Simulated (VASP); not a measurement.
# TbCu2S2 (P-3m1) in VASP: reference runs

Reference runs on TbCu2S2: the cell as given and a disturbed copy.

All numbers are computed with VASP 6.6.1; they aren't measurements. Logs are shortened: lines on timing, memory, paths and dates and some standing lists are left out, and cuts for length are marked.

**1. The crystal as given**

It takes space group P-3m1 (No. 164, trigonal). Conventional cell: a = 3.954 Å, b = 3.954 Å, c = 6.372 Å, α = 90.00°, β = 90.00°, γ = 120.00°. Around Tb (site symmetry -3m) lie 6 S at 2.86 Å and 6 Cu at 3.10 Å. Cu (site symmetry 3m) is surrounded by 4 S at 2.31 to 2.55 Å. S (site symmetry 3m) is surrounded by 4 Cu at 2.31 to 2.55 Å.

The cell comes from a database or a generator and needn't be the stable form of this composition.

**2. Single point, PBE, collinear spin, ferromagnetic start**

Contents of INCAR:

```
PREC = Accurate
ENCUT = 520
EDIFF = 1E-7
ISMEAR = -1
SIGMA = 0.05
LREAL = False
LASPH = True
NELM = 120
ALGO = Normal
ISIF = 2
LWAVE = False
LCHARG = True
ISPIN = 2
MAGMOM = 6 0.6 0.6 0 0
LORBIT = 11
LMAXMIX = 6
GGA = PE
LELF = True
LVHAR = True
NBANDS = 38
```

Contents of KPOINTS:

```
regular mesh
0
Gamma
  8 8 4
```

Contents of POSCAR:

```
TbCu2S2
1.0
    3.9539534722      0.0000000000      0.0000000000
   -1.9769767361      3.4242241523      0.0000000000
    0.0000000000      0.0000000000      6.3718870000
Tb Cu S
1 2 2
Direct
    0.0000000000      0.0000000000      0.0000000000
    0.3333333333      0.6666666667      0.3285090000
    0.6666666667      0.3333333333      0.6714910000
    0.3333333333      0.6666666667      0.7294860000
    0.6666666667      0.3333333333      0.2705140000
```

Potentials or basis: VASP PAW PBE potentials, release 64 (Tb, Cu, S).

On the command line:

```
> cat potpaw_PBE.64/Tb/POTCAR potpaw_PBE.64/Cu/POTCAR potpaw_PBE.64/S/POTCAR > POTCAR
> mpirun -np 1 vasp_std > vasp.out
```

OUTCAR:

```text
PREC = Accurate
   ENCUT = 520
   EDIFF = 1E-7
   ISMEAR = -1
   LREAL = False
   LASPH = True
   NELM = 120
   ISIF = 2
   ISPIN = 2
   LORBIT = 11
   GGA = PE

 ion  position               nearest neighbor table
   1  0.000  0.000  0.000-   4 2.86   5 2.86   4 2.86   5 2.86   5 2.86   4 2.86   2 3.10   3 3.10
                             2 3.10   3 3.10   2 3.10   3 3.10
   2  0.333  0.667  0.329-   5 2.31   5 2.31   5 2.31   4 2.55   1 3.10   1 3.10   1 3.10
   3  0.667  0.333  0.671-   4 2.31   4 2.31   4 2.31   5 2.55   1 3.10   1 3.10   1 3.10
   4  0.333  0.667  0.729-   3 2.31   3 2.31   3 2.31   2 2.55   1 2.86   1 2.86   1 2.86
   5  0.667  0.333  0.271-   2 2.31   2 2.31   2 2.31   3 2.55   1 2.86   1 2.86   1 2.86

  LATTYP: Found a hexagonal cell.
 ALAT       =     3.9539534722
 C/A-ratio  =     1.6115230098

  Lattice vectors:

 A1 = (   3.9539534722,   0.0000000000,   0.0000000000)
 A2 = (  -1.9769767361,   3.4242241523,   0.0000000000)
 A3 = (   0.0000000000,   0.0000000000,   6.3718870000)

Analysis of symmetry for initial positions (statically):
=====================================================================
 Subroutine PRICEL returns:
 Original cell was already a primitive cell.

 Routine SETGRP: Setting up the symmetry group for a
 hexagonal supercell.

 Subroutine GETGRP returns: Found 12 space group operations
 (whereof 12 operations were pure point group operations)
 out of a pool of 24 trial point group operations.

The static configuration has the point symmetry D_3d.

Analysis of symmetry for dynamics (positions and initial velocities):
=====================================================================
 Subroutine PRICEL returns:
 Original cell was already a primitive cell.

 Routine SETGRP: Setting up the symmetry group for a
 hexagonal supercell.

 Subroutine GETGRP returns: Found 12 space group operations
 (whereof 12 operations were pure point group operations)
 out of a pool of 24 trial point group operations.

The dynamic configuration has the point symmetry D_3d.

Analysis of structural, dynamic, and magnetic symmetry:
=====================================================================
 Subroutine PRICEL returns:
 Original cell was already a primitive cell.

 Routine SETGRP: Setting up the symmetry group for a
 hexagonal supercell.

 Subroutine GETGRP returns: Found 12 space group operations
 (whereof 12 operations were pure point group operations)
 out of a pool of 24 trial point group operations.

The overall configuration has the point symmetry D_3d.

 Subroutine INISYM returns: Found 12 space group operations
 (whereof 12 operations are pure point group operations),
 and found     1 'primitive' translations

----------------------------------------------------------------------------------------

                                     Primitive cell

  volume of cell :      86.2704

  direct lattice vectors                    reciprocal lattice vectors
     3.953953472  0.000000000  0.000000000     0.252911423  0.146018478  0.000000000
    -1.976976736  3.424224152  0.000000000     0.000000000  0.292036957  0.000000000
     0.000000000  0.000000000  6.371887000     0.000000000  0.000000000  0.156939381

  length of vectors
     3.953953472  3.953953472  6.371887000     0.292036957  0.292036957  0.156939381

  position of ions in fractional coordinates (direct lattice)
     0.000000000  0.000000000  0.000000000
     0.333333333  0.666666667  0.328509000
     0.666666667  0.333333333  0.671491000
     0.333333333  0.666666667  0.729486000
     0.666666667  0.333333333  0.270514000

  ion indices of the primitive-cell ions
   primitive index   ion index
                 1           1
                 2           2
                 3           3
                 4           4
                 5           5

----------------------------------------------------------------------------------------

 KPOINTS: regular mesh

Automatic generation of k-mesh.
 Grid dimensions read from file:
 generate k-points for:    8    8    4

 Generating k-lattice:

  Cartesian coordinates                     Fractional coordinates (reciprocal lattice)
     0.031613928  0.018252310  0.000000000     0.125000000  0.000000000  0.000000000
     0.000000000  0.036504620  0.000000000     0.000000000  0.125000000  0.000000000
     0.000000000  0.000000000  0.039234845     0.000000000  0.000000000  0.250000000

  Length of vectors
     0.036504620  0.036504620  0.039234845

  Shift w.r.t. Gamma in fractional coordinates (k-lattice)
     0.000000000  0.000000000  0.000000000

 Subroutine IBZKPT returns following result:
 ===========================================

 Found     35 irreducible k-points:

 Following reciprocal coordinates:
            Coordinates               Weight
  0.000000  0.000000  0.000000      1.000000
  0.125000  0.000000  0.000000      6.000000
  0.250000  0.000000  0.000000      6.000000
  0.375000 -0.000000  0.000000      6.000000
  0.500000  0.000000  0.000000      3.000000
  0.125000  0.125000  0.000000      6.000000
[... 16 lines left out ...]
 -0.125000  0.500000  0.250000     12.000000
  0.250000  0.250000  0.250000     12.000000
 [... further k-points ...]
   k-points           NKPTS =     35   k-points in BZ     NKDIM =     35   number of bands    NBANDS=     38
   number of dos      NEDOS =    301   number of ions     NIONS =      5
   total plane-waves  NPLWV =  43200
   dimension x,y,z NGX =    30 NGY =   30 NGZ =   48
   dimension x,y,z NGXF=    60 NGYF=   60 NGZF=   96
   ions per type =               1   2   2
   NGX,Y,Z   is equivalent  to a cutoff of  12.61, 12.61, 12.52 a.u.
   NGXF,Y,Z  is equivalent  to a cutoff of  25.23, 25.23, 25.05 a.u.
 SYSTEM =  unknown system
   PREC   = accura    normal or accurate (medium, high low for compatibility)
   ISTART =      0    job   : 0-new  1-cont  2-samecut
   ICHARG =      2    charge: 1-file 2-atom 10-const
   ISPIN  =      2    spin polarized calculation?
   LNONCOLLINEAR =      F non collinear calculations
   LSORBIT =      F    spin-orbit coupling
   LASPH  =      T    aspherical Exc in radial PAW
   ENCUT  =  520.0 eV  38.22 Ry    6.18 a.u.   7.35  7.35 11.85*2*pi/ulx,y,z
   NELM   =    120;   NELMIN=  2; NELMDL= -5     # of ELM steps
   EDIFF  = 0.1E-06   stopping-criterion for ELM
   LREAL  =      F    real-space projection
   EDIFFG = 0.1E-05   stopping-criterion for IOM
   NSW    =      0    number of steps for IOM
   IBRION =     -1    ionic relax: 0-MD 1-quasi-New 2-CG
   NFREE  =      0    steps in history (QN), initial steepest desc. (CG)
   ISIF   =      2    stress and relaxation
   ISYM   =      2    0-nonsym 1-usesym 2-fastsym
   POTIM  = 0.5000    time-step for ionic-motion
   TEBEG  =    0.0;   TEEND  =   0.0 temperature during run
   PSTRESS=    0.0 pullay stress
   NELECT =      53.0000    total number of electrons
   NUPDOWN=      -1.0000    fix difference up-down
   EMIN   =  10.00;   EMAX   =-10.00  energy-range for DOS
   EFERMI =   0.00;   METHOD = LEGACY
   ISMEAR =    -1;   SIGMA  =   0.05  broadening in eV -4-tet -1-fermi 0-gaus
   EFERMI_NEDOS =   21; number of points for ismear=-14 and -15
   IALGO  =     38    algorithm
   IMIX   =      4    mixing-type and parameters
     AMIX     =   0.40;   BMIX     =  1.00
     AMIX_MAG =   1.60;   BMIX_MAG =  1.00
  volume/ion in A,a.u.               =      17.25       116.44
  Fermi-wavevector in a.u.,A,eV,Ry     =   1.391702  2.629935 26.352225  1.936834
  Thomas-Fermi vector in A             =   2.515515
   LORBIT       =     11    0 simple, 1 ext, 2 COOP (PROOUT), +10 PAW based schemes
   GGA     = PE    functional components
   LHFCALC =     F    Hartree Fock is set to
   AEXX    =    0.0000 exact exchange contribution
   IVDW    =     0    specifies the selected vdW correction
   LEPSILON=     F    determine dielectric tensor
   LRPA    =     F    only Hartree local field effects (RPA)
 spin polarized calculation
  energy-cutoff  :      520.00
  volume of cell :       86.27
 maximum number of plane-waves:      2352
 NGX is ok and might be reduce to    30
   NGX = 15   NGY = 15   NGZ = 23

 number of electron      52.9999994 magnetization       5.4868331

 Free energy of the ion-electron system (eV)
  ---------------------------------------------------
  ext. energy  EPLUGINS =         0.00000000
  ---------------------------------------------------
  free energy    TOTEN  =       -29.61901000 eV

  energy without entropy =      -29.55393437  energy(sigma->0) =      -29.58647219

 E-fermi :   7.0579     XC(G=0): -11.0119

 val. band max:        7.0543343795   @ k =   0.1250   0.0000   0.5000
 cond. band min:       7.0591664459   @ k =   0.2500   0.1250   0.0000
 fundamental gap:      0.0048320665
 Fermi energy:         7.0579439377

 spin component 1

 k-point     1 :       0.0000    0.0000    0.0000
  band No.  band energies     occupation
      1     -39.2195      1.00000
      2     -16.0834      1.00000
      3     -15.9099      1.00000
      4     -15.9099      1.00000
      5      -8.5213      1.00000
      6      -7.4192      1.00000
[... 30 lines left out ...]
     37      11.3243      0.00000
     38      11.3243      0.00000

 k-point     2 :       0.1250    0.0000    0.0000
  band No.  band energies     occupation
      1     -39.2178      1.00000
      2     -16.0700      1.00000
      3     -15.9556      1.00000
      4     -15.9191      1.00000
      5      -8.4010      1.00000
      6      -7.4211      1.00000
[... 30 lines left out ...]
     37      11.4534      0.00000
     38      12.0269      0.00000
[... 859 lines left out ...]
     37      12.0292      0.00000
     38      12.5276      0.00000

 k-point    24 :       0.2500    0.2500    0.2500
  band No.  band energies     occupation
      1     -39.2075      1.00000
      2     -16.1498      1.00000
      3     -16.0335      1.00000
      4     -15.9898      1.00000
      5      -7.6299      1.00000
      6      -7.4094      1.00000
[... 30 lines left out ...]
     37      12.0999      0.00000
     38      12.3927      0.00000

 [... further k-points ...]

 spin component 2

 k-point     1 :       0.0000    0.0000    0.0000
  band No.  band energies     occupation
      1     -36.7500      1.00000
      2     -14.4362      1.00000
      3     -14.1440      1.00000
      4     -14.1440      1.00000
      5      -8.5265      1.00000
      6      -7.3511      1.00000
[... 30 lines left out ...]
     37      11.4555      0.00000
     38      11.4555      0.00000

 k-point     2 :       0.1250    0.0000    0.0000
  band No.  band energies     occupation
      1     -36.7477      1.00000
      2     -14.4157      1.00000
      3     -14.2070      1.00000
      4     -14.1557      1.00000
      5      -8.3972      1.00000
      6      -7.3643      1.00000
[... 30 lines left out ...]
     37      11.5915      0.00000
     38      12.1529      0.00000
[... 859 lines left out ...]
     37      12.2928      0.00000
     38      12.9412      0.00000

 k-point    24 :       0.2500    0.2500    0.2500
  band No.  band energies     occupation
      1     -36.7342      1.00000
      2     -14.4660      1.00000
      3     -14.3143      1.00000
      4     -14.2854      1.00000
      5      -7.6163      1.00000
      6      -7.3893      1.00000
[... 30 lines left out ...]
     37      12.4363      0.00000
     38      12.7730      0.00000

 [... further k-points ...]

------------------------ aborting loop because EDIFF is reached ----------------------------------------

  FORCE on cell =-STRESS in cart. coord.  units (eV):
  Direction    XX          YY          ZZ          XY          YZ          ZX
  --------------------------------------------------------------------------------------
  -------------------------------------------------------------------------------------
  Total        0.6960278      0.6960278      0.9791291      0.0000000      0.0000000     -0.0000000
  in kB       12.9263340     12.9263340     18.1839710      0.0000000      0.0000000     -0.0000000
  external PRESSURE =      14.6788797 kB  Pullay stress =       0.0000000 kB

 VOLUME and BASIS-vectors are now :
 -----------------------------------------------------------------------------
  energy-cutoff  :      520.00
  volume of cell :       86.27
      direct lattice vectors                 reciprocal lattice vectors
     3.953953472  0.000000000  0.000000000     0.252911423  0.146018478  0.000000000
    -1.976976736  3.424224152  0.000000000     0.000000000  0.292036957  0.000000000
     0.000000000  0.000000000  6.371887000     0.000000000  0.000000000  0.156939381

 POSITION                                       TOTAL-FORCE (eV/Angst)
 -----------------------------------------------------------------------------------
      0.00000      0.00000      0.00000         0.000000      0.000000      0.000000
     -0.00000      2.28282      2.09322         0.000000      0.000000      0.204918
      1.97698      1.14141      4.27866        -0.000000      0.000000     -0.204918
     -0.00000      2.28282      4.64820         0.000000     -0.000000      0.121420
      1.97698      1.14141      1.72368        -0.000000      0.000000     -0.121420
 -----------------------------------------------------------------------------------
    total drift:                               -0.000000      0.000000      0.000000

  FREE ENERGIE OF THE ION-ELECTRON SYSTEM (eV)
  ---------------------------------------------------
  free  energy   TOTEN  =       -29.6190100026 eV

  energy  without entropy=      -29.5539343699  energy(sigma->0) =      -29.58647219

 total charge

# of ion       s       p       d       f       tot
--------------------------------------------------
    1        2.020   5.646   0.461   8.266  16.393
    2        0.375   0.357   9.263   0.000   9.996
    3        0.375   0.357   9.263   0.000   9.996
    4        1.309   2.406   0.000   0.000   3.715
    5        1.309   2.406   0.000   0.000   3.715
--------------------------------------------------
tot          5.388  11.173  18.988   8.266  43.815

 magnetization (x)

# of ion       s       p       d       f       tot
--------------------------------------------------
    1       -0.006  -0.055   0.027   5.510   5.476
    2       -0.006  -0.003  -0.008   0.000  -0.018
    3       -0.006  -0.003  -0.008   0.000  -0.018
    4       -0.002  -0.013   0.000   0.000  -0.016
    5       -0.002  -0.013   0.000   0.000  -0.016
--------------------------------------------------
tot         -0.023  -0.088   0.010   5.510   5.410
```

Wall time 6.7 min (1 thread of Intel Xeon Platinum 8559C (Emerald Rapids), shared host); peak memory 0.38 GiB.

What came out:

* Free energy: -29.6190 eV
* Pressure: 1.5 GPa
* Largest force: 0.205 eV/Å
* Band gap on the k mesh: none (metal or under the smearing width)
* Net moment: 5.49 μB per cell
* Site moments: Tb +5.48; Cu -0.02; S -0.02 μB
* Valence electrons inside the program's atomic spheres: Tb 16.39; Cu 10.00; S 3.71

Forces on the atoms (eV/Å):
```
Tb   0.000  0.000  0.000
Cu   0.000  0.000  0.205
Cu   0.000  0.000 -0.205
S    0.000  0.000  0.121
S    0.000  0.000 -0.121
```

Stress tensor (GPa, compression positive):
```
1.29 0.00 0.00
0.00 1.29 0.00
0.00 0.00 1.82
```

Levels at points of the mesh, in eV from the Fermi level:
Spin up:
| k point | band 27 | band 28 | band 29 | band 30 | band 31 | band 32 |
| --- | --- | --- | --- | --- | --- | --- |
| (0.00, 0.00, 0.00) | -1.67 | -1.17 | -1.17 | -0.28 | 0.43 | 0.92 |
| (0.50, 0.00, 0.00) | -3.05 | -2.94 | -2.67 | -0.27 | 2.32 | 2.72 |
| (0.00, 0.00, 0.50) | -1.90 | -1.55 | -1.55 | -0.22 | 1.04 | 1.12 |
| (0.50, 0.00, 0.50) | -3.07 | -2.33 | -1.81 | -0.60 | 1.50 | 1.89 |
Spin down:
```csv
k point,band 20,band 21,band 22,band 23,band 24,band 25,band 26,band 27,band 28,band 29
"(0.00, 0.00, 0.00)",-1.97,-1.42,-1.42,-0.34,-0.23,0.18,0.18,0.55,0.68,0.76
"(0.50, 0.00, 0.00)",-3.16,-3.03,-2.66,-0.14,-0.06,0.07,0.08,0.55,0.64,0.71
"(0.00, 0.00, 0.50)",-1.85,-1.74,-1.74,-0.30,-0.03,0.11,0.11,0.68,0.77,0.77
"(0.50, 0.00, 0.50)",-3.07,-2.46,-2.01,-0.42,-0.10,0.08,0.10,0.57,0.59,0.70
```

Caveat: the magnetic or orbital state may not be the lowest; spin-orbit coupling is left out, which moves the levels of the heavy elements; without U or exact exchange the open f shell lies at the Fermi level, which spoils levels, moments and volumes. With open d or f shells a metallic result of PBE can be an artefact of self-interaction; +U or a hybrid may open a gap.

(Part 1 of 2 ends here.)
